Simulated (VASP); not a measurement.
Level of theory: LDA (Ceperley-Alder, Perdew-Zunger), VASP's LDA PAW potentials (set 64) (plane waves; VASP).

The input files of a VASP run:

KPOINTS:
```
Automatic mesh
0
Gamma
7 7 4
0 0 0
```

INCAR:
```
# general
SYSTEM  = La2O3
PREC    = Accurate
ENCUT   = 520
LREAL   = .FALSE.
LASPH   = .TRUE.   # aspherical one-centre terms

# electronic loop
EDIFF   = 1E-7
NELM    = 100   # most electronic steps
ALGO    = Normal
LMAXMIX = 6   # l cut-off of mixed one-centre charges

# smearing
ISMEAR  = -5

# ions
ISIF    = 2   # forces and stress, cell fixed

# output
LWAVE   = .FALSE.
LCHARG  = .TRUE.
LORBIT  = 11
NEDOS   = 601   # DOS grid

# other
LEFG    = .TRUE.
```

File POSCAR:
```
La2O3
11.8949110
  0.1632292982  -0.2827214304   0.0000000000
  0.1632292982   0.2827214304   0.0000000000
  0.0000000000   0.0000000000   0.5000000140
La O
2 3
Direct
  0.3333330000   0.6666670000   0.2438456004
  0.6666670000   0.3333330000   0.7561543996
  0.0000000000   0.0000000000   1.0000000000
  0.3333330000   0.6666670000   0.6464516404
  0.6666670000   0.3333330000   0.3535483596
```

POTCAR, in this order: La O (LDA.64 set). Program: vasp_std.

Q: Estimate the energy per atom (σ→0).

A: 
```yaml
energy per atom (σ→0): -9.180 eV/atom
```

OSZICAR:
```
...
DAV:  10    -0.458974869103E+02   -0.58379E-03   -0.29562E-02  2280   0.126E+00    0.183E-01
DAV:  11    -0.458975915046E+02   -0.10459E-03   -0.67844E-03  2496   0.682E-01    0.106E-01
DAV:  12    -0.458975877796E+02    0.37250E-05   -0.14963E-03  2416   0.272E-01    0.356E-02
DAV:  13    -0.458975877497E+02    0.29926E-07   -0.50623E-04  2312   0.157E-01    0.235E-02
DAV:  14    -0.458975787094E+02    0.90403E-05   -0.90741E-05  2408   0.907E-02    0.367E-03
DAV:  15    -0.458975793010E+02   -0.59156E-06   -0.55598E-06  2208   0.202E-02    0.212E-03
DAV:  16    -0.458975792855E+02    0.15452E-07   -0.44996E-07  1776   0.692E-03
   1 F= -.45897579E+02 E0= -.45897579E+02  d E =0.000000E+00
```

The compound is La2O3 in the a-type structure. It was relaxed first, which changed the volume by -6 %.
